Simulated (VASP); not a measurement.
SiC (relaxed from the WC structure, space group P-6m2): computed properties

Level of theory: r2SCAN meta-GGA, VASP's PBE PAW potentials (set 64) (plane waves; VASP).

| Property | Result |
|---|---|
| space group | P-6m2 (187) |
| cell | a = 2.8521 Å, b = 2.8521 Å, c = 2.5499 Å, α = 90.00°, β = 90.00°, γ = 120.00° |
| volume per atom | 8.98 Å^3/atom |
| band gap (over mesh and band path) | none (metal, semimetal or under 0.01 eV) |
| density | 3.71 g/cm³ |

```yaml
crystal:
  lattice:
    - [2.85210, 0.00000, 0.00000]
    - [-1.42605, 2.46999, 0.00000]
    - [0.00000, 0.00000, 2.54991]
  atoms:
    - { symbol: Si, position: [0.00000, 0.00000, 0.00000] }
    - { symbol: C, position: [0.66667, 0.33333, 0.50000] }
```

The structure was generated: SiC was put into the WC type (P-6m2), which need not be its known phase. It was relaxed first, which changed the volume by +30 %. Symmetry was kept, so distortions that lower it aren't found.
